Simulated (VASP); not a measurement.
Consider the following.

```
CELL_PARAMETERS angstrom
      4.24002     0.00000     0.00000
      0.00000     6.92393     0.00000
      0.00000     0.00000    24.62319
ATOMIC_POSITIONS crystal
  Ba 0.29130 0.50000 0.34163
  Ba 0.72565 0.00000 0.42126
  Ba 0.00000 0.50000 0.50000
  Ba 0.27435 0.00000 0.57874
  Ba 0.70870 0.50000 0.65837
```

The numbers are results of PBEsol GGA, VASP's PBE PAW potentials (set 64) (plane waves; VASP), not measurements. Numerical set-up: PREC = Normal, 400 eV cut-off, 7×4×1 Γ-centred mesh, first-order Methfessel-Paxton smearing of 0.10 eV, potentials Ba_sv.

Unless said otherwise, spin-orbit coupling is left out, though it shifts the bands of the heavy elements here.

### Question
Estimate the energy per atom (σ→0), band gap (on the k-mesh) with the smallest direct gap where there is one.

### Answer

```yaml
band gap (on the k-mesh): none (metal, semimetal or under 0.01 eV)
energy per atom (σ→0): -1.829 eV/atom
```

The cell is a thin slab with vacuum, built from Ba (bcc): (211) face.
